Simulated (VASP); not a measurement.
```cif
data_In2
_chemical_formula_sum 'In2'
_space_group_name_H-M_alt 'I4/mmm'
_space_group_IT_number 139
_space_group_name_Hall '-I 4 2'
_cell_length_a 3.28618
_cell_length_b 3.28618
_cell_length_c 5.06684
_cell_angle_alpha 90.000
_cell_angle_beta 90.000
_cell_angle_gamma 90.000
loop_
_atom_site_label
_atom_site_type_symbol
_atom_site_symmetry_multiplicity
_atom_site_Wyckoff_symbol
_atom_site_fract_x
_atom_site_fract_y
_atom_site_fract_z
_atom_site_occupancy
In1 In 2 a 0.00000 0.00000 0.00000 1
```
(The calculation used a cell of 1 atom; values per cell refer to that cell.)

Calculation: PBE GGA, VASP's PBE PAW potentials (set 64) (plane waves; VASP 6.6.1). Settings: 480 eV cut-off, 14×14×14 Γ-centred mesh, first-order Methfessel-Paxton smearing of 0.10 eV, potentials In_d.

Each relaxation starts from this cell; other phases were not tried.

Q: The cell is relaxed at 15 GPa. What happens?

A: The volume per atom goes from 27.36 to 21.80 Å³ (-20.3 %), and the cell becomes a = b = 3.0515 Å, c = 4.6833 Å, α = β = γ = 90.00°, space group I4/mmm.

Failed runs are left out, and for metals the shear rows, which the mesh's noise covers.

The compound is In in the bct structure.
